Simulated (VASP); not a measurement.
An input for Quantum ESPRESSO's pw.x (written as the equivalent of a VASP run, and not itself run):

```
&CONTROL
  calculation = 'vc-relax'
  pseudo_dir = './pseudo'
  outdir = './out'
  tprnfor = .true.
  tstress = .true.
  nstep = 60
  forc_conv_thr = 0.00039
/
&SYSTEM
  ibrav = 0
  nat = 2
  ntyp = 2
  ecutwfc = 84
  occupations = 'smearing'
  smearing = 'gaussian'
  degauss = 0.003675
  input_dft = 'vdw-df-cx'
/
&ELECTRONS
  conv_thr = 7.3e-08
  electron_maxstep = 100
/
&IONS
/
&CELL
/
ATOMIC_SPECIES
  Al 26.982 Al.upf
  N 14.007 N.upf
CELL_PARAMETERS angstrom
     0.0000000    2.1900000    2.1900000
     2.1900000    0.0000000    2.1900000
     2.1900000    2.1900000    0.0000000
ATOMIC_POSITIONS crystal
  Al   0.0000000  0.0000000  0.0000000
  N    0.2500000  0.2500000  0.2500000
K_POINTS automatic
  9 9 9 0 0 0
```

Q: Translate this input to VASP (INCAR, KPOINTS, POSCAR, choice of POTCAR).

A: One answer among several that fit: 
**KPOINTS**
```
Automatic mesh
0
Gamma
9 9 9
0 0 0
```

### INCAR
```
SYSTEM = AlN
PREC = Accurate; ENCUT = 520; LREAL = .FALSE.
LASPH = .TRUE.
EDIFF = 1E-6; NELM = 100; ALGO = Normal
ISMEAR = 0; SIGMA = 0.05
GGA = CX; LUSE_VDW = .TRUE.; AGGAC = 0.0
IBRION = 2; NSW = 60; ISIF = 3
EDIFFG = -0.01
LWAVE = .FALSE.; LCHARG = .FALSE.
```

POSCAR:
```
AlN
1.0
  0.0000000000   2.1900000000   2.1900000000
  2.1900000000   0.0000000000   2.1900000000
  2.1900000000   2.1900000000   0.0000000000
Al N
1 1
Cartesian
  0.0000000000   0.0000000000   0.0000000000
  1.0950000000   1.0950000000   1.0950000000
```

POTCAR, in this order: Al N (PBE.64 set). Program: vasp_std.

The two are equivalent in intent, not identical: the potentials are each code's own (VASP's PAW set, PseudoDojo norm-conserving files in pw.x), so ENCUT and ecutwfc are chosen apart and not converted; conv_thr bounds pw.x's estimated SCF error, while EDIFF bounds the energy change between steps; forc_conv_thr acts on force components and is met together with etot_conv_thr.

The compound is AlN in the zinc blende structure, a metastable form; wurtzite is the usual one. This run relaxes it. Symmetry was kept, so distortions that lower it aren't found.
